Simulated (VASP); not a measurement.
Consider the following.

```yaml
crystal:
  lattice:
    - [0.00000, 2.37635, 2.37635]
    - [2.37635, 0.00000, 2.37635]
    - [2.37635, 2.37635, 0.00000]
  atoms:
    - { symbol: Ca, position: [0.00000, 0.00000, 0.00000] }
    - { symbol: O, position: [0.50000, 0.50000, 0.50000] }
```

Method: rev-vdW-DF2, VASP's PBE PAW potentials (set 64) (plane waves; VASP). Numerical set-up: 520 eV cut-off, 9×9×9 Γ-centred mesh, Gaussian smearing of 0.050 eV, potentials Ca_sv O.

Give the stress tensor in GPa (positive for a compressed cell).

```
3.67  0.00  0.00
0.00  3.67  0.00
0.00  0.00  3.67
```
The pressure is its mean diagonal, 3.67 GPa.

The compound is CaO in the rock salt structure. This cell is one point of a volume scan, at 0.97 of the reference volume.
